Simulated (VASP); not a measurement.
These are r2SCAN meta-GGA, VASP's PBE PAW potentials (set 64) (plane waves; VASP) values and carry that method's errors.

A VASP calculation is set up with these files.

File KPOINTS:
```
Automatic mesh
0
Gamma
15 15 15
0 0 0
```

INCAR:
```
! general
SYSTEM  = SiNi
PREC    = Accurate
ENCUT   = 400
LREAL   = F
LASPH   = T

! electronic loop
EDIFF   = 1E-7
NELM    = 100
ALGO    = Normal
LMAXMIX = 4
LMIXTAU = T

! smearing
ISMEAR  = -5

! functional
METAGGA = R2SCAN

! ions
ISIF    = 2

! output
LWAVE   = F
LCHARG  = F
LORBIT  = 11
NEDOS   = 601
```

**POSCAR**
```
SiNi
1
    0.0000000000     2.3501429950     2.3501429950
    2.3501429950    -0.0000000000     2.3501429950
    2.3501429950     2.3501429950     0.0000000000
Si Ni
1 1
Direct
  0.0000000000   0.0000000000   0.0000000000
  0.5000000000   0.5000000000   0.5000000000
```

### KPOINTS_OPT
```
k-points along high-symmetry lines
10
Line-mode
Reciprocal
  0.000000   0.000000   0.000000 ! GAMMA
  0.500000   0.000000   0.500000 ! X

  0.500000   0.000000   0.500000 ! X
  0.625000   0.250000   0.625000 ! U

  0.375000   0.375000   0.750000 ! K
  0.000000   0.000000   0.000000 ! GAMMA

  0.000000   0.000000   0.000000 ! GAMMA
  0.500000   0.500000   0.500000 ! L

  0.500000   0.500000   0.500000 ! L
  0.500000   0.250000   0.750000 ! W

  0.500000   0.250000   0.750000 ! W
  0.500000   0.000000   0.500000 ! X
```

POTCAR, in this order: Si Ni (PBE.64 set). Program: vasp_std.

Output

### OSZICAR
```
       N       E                     dE             d eps       ncg     rms          rms(c)
DAV:   1     0.312433366837E+02    0.31243E+02   -0.59205E+03  2640   0.121E+03
DAV:   2    -0.220943607149E+02   -0.53338E+02   -0.50306E+02  2706   0.208E+02
DAV:   3    -0.236859932898E+02   -0.15916E+01   -0.15644E+01  3057   0.429E+01
DAV:   4    -0.237091332946E+02   -0.23140E-01   -0.23109E-01  3015   0.488E+00
DAV:   5    -0.237097079904E+02   -0.57470E-03   -0.57419E-03  3069   0.814E-01    0.127E+01
DAV:   6    -0.244480347497E+02   -0.73833E+00   -0.52357E+01  2847   0.146E+02    0.189E+01
DAV:   7    -0.204984143046E+02    0.39496E+01   -0.14043E+01  2991   0.850E+01    0.308E+00
DAV:   8    -0.205020406833E+02   -0.36264E-02   -0.10753E+00  3589   0.168E+01    0.220E+00
DAV:   9    -0.204812958687E+02    0.20745E-01   -0.11062E-01  2960   0.548E+00    0.356E-01
DAV:  10    -0.204951723868E+02   -0.13877E-01   -0.22756E-02  3060   0.238E+00    0.317E-01
DAV:  11    -0.204945000522E+02    0.67233E-03   -0.58351E-03  3007   0.147E+00    0.937E-02
DAV:  12    -0.204944364442E+02    0.63608E-04   -0.46705E-04  2790   0.350E-01    0.247E-02
DAV:  13    -0.204946073086E+02   -0.17086E-03   -0.24839E-04  2772   0.227E-01    0.180E-02
DAV:  14    -0.204945981859E+02    0.91227E-05   -0.18335E-05  2984   0.676E-02    0.901E-03
DAV:  15    -0.204946141699E+02   -0.15984E-04   -0.32838E-06  2934   0.268E-02    0.269E-03
DAV:  16    -0.204946041790E+02    0.99909E-05   -0.55877E-07  2835   0.139E-02    0.671E-04
DAV:  17    -0.204946069244E+02   -0.27453E-05   -0.27356E-08  1464   0.213E-03    0.399E-04
DAV:  18    -0.204946061610E+02    0.76334E-06   -0.22465E-08  1425   0.188E-03    0.220E-04
DAV:  19    -0.204946078529E+02   -0.16918E-05   -0.74937E-09  1398   0.178E-03    0.663E-05
DAV:  20    -0.204946073744E+02    0.47846E-06   -0.90784E-10  1377   0.464E-04    0.560E-05
DAV:  21    -0.204946076124E+02   -0.23804E-06   -0.29148E-10  1374   0.250E-04    0.511E-05
DAV:  22    -0.204946076386E+02   -0.26138E-07   -0.15587E-10  1368   0.222E-04
   1 F= -.20494608E+02 E0= -.20494608E+02  d E =0.000000E+00
       N       E                     dE             ncg
```

File OUTCAR:
```
------------------------ aborting loop because EDIFF is reached ----------------------------------------
  FORCE on cell =-STRESS in cart. coord.  units (eV):
  Direction    XX          YY          ZZ          XY          YZ          ZX
  --------------------------------------------------------------------------------------
  Total       -0.0009692     -0.0009692     -0.0009692      0.0000000     -0.0000000      0.0000000
  in kB       -0.0598168     -0.0598168     -0.0598168      0.0000000     -0.0000000      0.0000000
  external PRESSURE =      -0.0598168 kB  Pullay stress =       0.0000000 kB
  volume of cell :       25.96
      direct lattice vectors                 reciprocal lattice vectors
     0.000000000  2.350142995  2.350142995    -0.212753012  0.212753012  0.212753012
     2.350142995  0.000000000  2.350142995     0.212753012 -0.212753012  0.212753012
     2.350142995  2.350142995  0.000000000     0.212753012  0.212753012 -0.212753012
 POSITION                                       TOTAL-FORCE (eV/Angst)
 -----------------------------------------------------------------------------------
      0.00000      0.00000      0.00000         0.000000     -0.000000      0.000000
      2.35014      2.35014      2.35014        -0.000000      0.000000     -0.000000
 -----------------------------------------------------------------------------------
    total drift:                               -0.000000     -0.000000      0.000000
  FREE ENERGIE OF THE ION-ELECTRON SYSTEM (eV)
  ---------------------------------------------------
  free  energy   TOTEN  =       -20.4946076386 eV

  energy  without entropy=      -20.4946076386  energy(sigma->0) =      -20.49460764

 total charge

# of ion       s       p       d       tot
------------------------------------------
    1        0.789   0.832   0.000   1.621
    2        0.582   0.494   8.487   9.564
--------------------------------------------------
tot          1.372   1.326   8.487  11.185
```
(Selected blocks of OUTCAR.)

File OUTCAR:
```
 val. band max:        9.2376062028   @ k =   0.4667   0.4000   0.0000

 cond. band min:       9.1645641743   @ k =  -0.2000   0.3333   0.1333


 Fermi energy:         9.2722000541

 k-point     1 :       0.0000    0.0000    0.0000
  band No.  band energies     occupation
      1      -3.5396      2.00000
      2       6.5215      2.00000
      3       6.5215      2.00000
      4       6.5215      2.00000
      5       6.6607      2.00000
      6       6.6608      2.00000
      7      13.6063      0.00000
      8      13.6063      0.00000
      9      13.6063      0.00000
     10      19.8275      0.00000
     11      19.8276      0.00000

 k-point     2 :       0.0667    0.0000    0.0000
  band No.  band energies     occupation
      1      -3.4465      2.00000
      2       6.4741      2.00000
      3       6.5284      2.00000
      4       6.5285      2.00000
      5       6.6362      2.00000
      6       6.6362      2.00000
      7      13.1135      0.00000
      8      13.6452      0.00000
      9      13.6453      0.00000
     10      19.4897      0.00000
     11      19.9206      0.00000

 k-point     3 :       0.1333    0.0000    0.0000
  band No.  band energies     occupation
      1      -3.1681      2.00000
      2       6.3207      2.00000
      3       6.4471      2.00000
      4       6.4472      2.00000
      5       6.6768      2.00000
      6       6.6769      2.00000
      7      11.9388      0.00000
      8      13.7566      0.00000
      9      13.7566      0.00000
     10      18.8957      0.00000
     11      20.0556      0.00000

 k-point     4 :       0.2000    0.0000    0.0000
  band No.  band energies     occupation
      1      -2.7085      2.00000
      2       6.0139      2.00000
      3       6.2767      2.00000
      4       6.2768      2.00000
      5       6.8018      2.00000
      6       6.8019      2.00000
      7      10.5749      0.00000
      8      13.9284      0.00000
      9      13.9285      0.00000
...
```

For a metal the tetrahedron method with Blöchl corrections gives inexact stress and forces.

The structure was generated: SiNi was put into the rocksalt type (Fm-3m), which need not be its known phase. It was relaxed first, which changed the volume by -14 %. The run is not spin-polarised, so no magnetic state was tried.
